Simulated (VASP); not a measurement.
Calculation: PBE GGA, VASP's PBE PAW potentials (set 64) (plane waves; VASP).

Input for VASP

**INCAR**
```
! general
SYSTEM  = Nd
PREC    = Accurate
ENCUT   = 300
LREAL   = F
LASPH   = T

! electronic loop
EDIFF   = 1E-6
NELM    = 100   ! most electronic steps
ALGO    = Normal
LMAXMIX = 6   ! l cut-off of mixed one-centre charges

! smearing
ISMEAR  = 0
SIGMA   = 0.272

! functional
GGA     = PE   ! PBE

! ions
ISIF    = 2

! output
LWAVE   = F
LCHARG  = F
```

File POSCAR:
```
Nd
1
    3.7100700000     0.0000000000     0.0000000000
   -1.8550350000     3.2130150000     0.0000000000
    0.0000000000     0.0000000000    11.8992200000
Nd
4
Direct
  0.0000000000   0.0000000000   0.0000000000
  0.0000000000   0.0000000000   0.5000000000
  0.3333330000   0.6666670000   0.2500000000
  0.6666670000   0.3333330000   0.7500000000
```

**KPOINTS**
```
kpoints
0
G
7 7 2
0 0 0
```

POTCAR, in this order: Nd_3 (PBE.64 set). Program: vasp_std.

The 4f electrons are frozen in the core of the lanthanide potential, so 4f levels, which can set the real gap, and their magnetism are missing.

Problem. Estimate the energy per atom (σ→0), band gap (on the k-mesh).

Solution. 
```
Quantity                                                    Result
------------------------  ----------------------------------------
energy per atom (σ→0)                               -4.718 eV/atom
band gap (on the k-mesh)  none (metal, semimetal or under 0.01 eV)
```

**OSZICAR**
```
...
DAV:   6    -0.190477359373E+02    0.16867E+00   -0.16441E-01  1126   0.313E+00    0.412E+00
DAV:   7    -0.189601603638E+02    0.87576E-01   -0.26495E-01  1204   0.366E+00    0.350E-01
DAV:   8    -0.189613348752E+02   -0.11745E-02   -0.10884E-02  1086   0.533E-01    0.281E-01
DAV:   9    -0.189617297790E+02   -0.39490E-03   -0.47284E-03  1008   0.569E-01    0.208E-01
DAV:  10    -0.189617567440E+02   -0.26965E-04   -0.10432E-03   942   0.280E-01    0.770E-03
DAV:  11    -0.189617563892E+02    0.35482E-06   -0.54656E-05  1272   0.297E-02    0.400E-03
DAV:  12    -0.189617557375E+02    0.65170E-06   -0.10826E-06   726   0.730E-03
   1 F= -.18961756E+02 E0= -.18871385E+02  d E =-.180742E+00
```

The structure comes from a computed database's Nd entry; how it stands against other phases isn't given here. The cell was not relaxed at this level. The run is one of a series of settings (ISPIN removed, the spin start removed, POTCAR Nd_3 (PBE.64 set) against the base run), some of them coarse on purpose.
